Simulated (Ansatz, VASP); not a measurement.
**Two plane-wave programs on CdSb2O2**

```
Cd Sb O
1.0
     2.81473    1.62509    7.65426
    -2.81473    1.62509    7.65426
     0.00000   -3.25017    7.65426
Cd Sb O
1 2 2
Direct
  0.00000 0.00000 0.00000
  0.34927 0.34927 0.34927
  0.65073 0.65073 0.65073
  0.42964 0.42964 0.42964
  0.57036 0.57036 0.57036
```

Alike in both runs: functional PBE; k mesh 6 × 6 × 6; occupations gaussian, width 0.1 eV; no spin polarisation.

Ansatz relaxed the structure, and its values are those at the end. VASP's run is a single point on that final structure, the one shown.

|  | VASP | Ansatz |
| --- | --- | --- |
| version | VASP 6.6.1 | Ansatz 0.2.0 |
| potentials or method | VASP PAW PBE potentials, release 64 (Cd, Sb, O) | scalar-relativistic, plane waves, PAW |
| plane-wave cutoff (eV) | 520 | 420 |
| valence electrons in the cell | 34 | 62 |

|  | VASP | Ansatz | Ansatz less VASP |
| --- | --- | --- | --- |
| gap on the k mesh at the Fermi level (eV) | none | none | - |
| pressure (GPa) | 0.4 | 0.0 | -0.31 |
| rms of the force components (eV/Å) | 0.169 | 0.010 | -0.1591 |

A gap of «none» marks a metal or a gap that the smearing closes. One of these differences is far larger than is usual between the two programs; its cause wasn't traced. The functional is the same, so the differences come from potentials, cutoffs and numerics. The two sets of potentials don't hold the same shells in valence.

Spin-orbit coupling is left out, which matters for the levels of Sb.
